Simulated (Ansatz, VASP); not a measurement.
**Two plane-wave programs on Na2Sb5**

```
Na Sb
1.0
     0.00000    5.52499    5.52499
     5.52499    0.00000    5.52499
     5.52499    5.52499    0.00000
Na Sb
2 5
Direct
  0.50000 0.50000 0.50000
  0.75000 0.75000 0.75000
  0.00000 0.00000 0.00000
  0.15306 0.54083 0.15306
  0.15306 0.15306 0.15306
  0.54083 0.15306 0.15306
  0.15306 0.15306 0.54083
```

Alike in both runs: task relaxation of cell and atoms; functional PBE; k mesh 6 × 6 × 6; occupations gaussian, width 0.1 eV; no spin polarisation.

```csv
,VASP,Ansatz
version,VASP 6.6.1,Ansatz 0.2.0
potentials or method,"VASP PAW PBE potentials, release 64 (Na_pv, Sb)","scalar-relativistic, plane waves, PAW"
plane-wave cutoff (eV),600,420
valence electrons in the cell,39,93
```

```csv
,VASP,Ansatz,Ansatz less VASP
"gap on the k mesh at the Fermi level, each at its own relaxed structure (eV)",none,none,-
relaxed volume (Å³/atom),48.10,48.12,+0.026
relaxed cell length with the largest relative difference (Å),7.809,7.810,+0.0014
```

A gap of «none» marks a metal or a gap that the smearing closes. The two sets of potentials don't hold the same shells in valence.

The runs have no spin-orbit coupling, so splittings on Sb are missing.
